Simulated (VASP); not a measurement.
Calculation: PBEsol GGA, VASP's PBE PAW potentials (set 64) (plane waves; VASP).

VASP ran on this input.

POSCAR:
```
Be3CdS4
1
    5.0996686626    -0.0000000000     0.0000000000
    0.0000000000     5.0996686626    -0.0000000000
   -0.0000000000    -0.0000000000     5.0996686626
Cd S Be
1 4 3
Direct
  1.0000000000   1.0000000000   1.0000000000
  0.2744490460   0.2744490460   0.2744490460
  0.7255509540   0.7255509540   0.2744490460
  0.7255509540   0.2744490460   0.7255509540
  0.2744490460   0.7255509540   0.7255509540
  0.5000000000   0.5000000000   1.0000000000
  0.5000000000   0.0000000000   0.5000000000
  1.0000000000   0.5000000000   0.5000000000
```

File KPOINTS:
```
Automatic mesh
0
Gamma
5 5 5
0 0 0
```

### INCAR
```
ENCUT  =  400   ! plane-wave cut-off (eV)
NEDOS  =  601
EDIFF  =  1E-7
GGA  =  PS
LCHARG  =  .True.
LWAVE  =  .False.
NELM  =  100
ISIF  =  2
LREAL  =  .False.
LEFG  =  .True.
LORBIT  =  11   ! lm-projected
SYSTEM  =  Be3CdS4
LMAXMIX  =  4
ISMEAR  =  -5
LASPH  =  .True.   ! aspherical one-centre terms
ALGO  =  Normal
PREC  =  Accurate
```

POTCAR, in this order: Cd S Be (PBE.64 set). Program: vasp_std.

### Question
What does the run give for the energy per atom (σ→0), band gap (on the k-mesh)?

### Answer

| Property | Value |
|---|---|
| energy per atom (σ→0) | -4.714 eV/atom |
| band gap (on the k-mesh) | 3.08 eV |

### OSZICAR
```
...
DAV:  10    -0.377104065353E+02   -0.39697E-04   -0.24774E-03   616   0.350E-01    0.128E-01
DAV:  11    -0.377103908182E+02    0.15717E-04   -0.26687E-04   664   0.127E-01    0.937E-02
DAV:  12    -0.377104300321E+02   -0.39214E-04   -0.24230E-04   638   0.180E-01    0.439E-02
DAV:  13    -0.377104341263E+02   -0.40942E-05   -0.74679E-05   596   0.967E-02    0.244E-02
DAV:  14    -0.377104345773E+02   -0.45097E-06   -0.24178E-06   648   0.117E-02    0.140E-02
DAV:  15    -0.377104353278E+02   -0.75056E-06   -0.12994E-06   608   0.109E-02    0.377E-03
DAV:  16    -0.377104353103E+02    0.17557E-07   -0.43629E-07   592   0.887E-03
   1 F= -.37710435E+02 E0= -.37710435E+02  d E =0.000000E+00
```

The structure was generated: Be3CdS4 was put into an ordered model structure (P-43m), which need not be its known phase. It was relaxed first.
